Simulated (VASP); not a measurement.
Input:

```
CELL_PARAMETERS angstrom
      3.91374     0.00000     0.00000
     -1.95687     3.38940     0.00000
      0.00000     0.00000     5.07243
ATOMIC_POSITIONS crystal
  Ni 0.00000 0.00000 0.00000
  Ni 0.00000 0.00000 0.50000
  Sb 0.33333 0.66667 0.25000
  Sb 0.66667 0.33333 0.75000
```

These are PBEsol GGA, VASP's PBE PAW potentials (set 64) (plane waves; VASP) values and carry that method's errors. Settings: 400 eV cut-off, Gaussian smearing of 0.050 eV, potentials Ni Sb.

Give the energies of bands 5 to 18 at the high-symmetry points, in eV from the Fermi level.

```
band      Γ      M      K      A      L      H
----  -----  -----  -----  -----  -----  -----
5     -4.06  -3.59  -4.53  -3.26  -3.38  -5.22
6     -3.29  -3.31  -3.27  -3.26  -3.38  -5.22
7     -2.67  -3.28  -3.27  -2.88  -2.93  -2.85
8     -2.67  -3.20  -2.79  -2.88  -2.93  -2.85
9     -2.19  -3.00  -2.07  -2.16  -2.05  -2.14
10    -2.19  -2.25  -2.07  -2.16  -2.05  -2.14
11    -1.37  -2.17  -2.07  -2.16  -1.99  -2.07
12    -1.37  -1.93  -1.66  -2.16  -1.99  -2.07
13    -0.01  -1.65  -1.39   0.32  -1.87  -1.47
14     0.56  -1.43  -1.39   0.32  -1.87  -1.47
15     0.56  -1.35  -0.65   2.10   0.17  -1.32
16     2.50  -0.35  -0.65   2.10   0.17  -1.32
17     2.50   1.18   0.68   2.10   1.72   4.39
18     3.07   3.40   0.68   2.10   1.72   4.39
```

It has no gap at this level: it comes out as a metal or semimetal.

The structure was generated: NiSb was put into the NiAs type type (P6_3/mmc), which need not be its known phase. It was relaxed first, which changed the volume by -24 %. The run is not spin-polarised, so no magnetic state was tried.
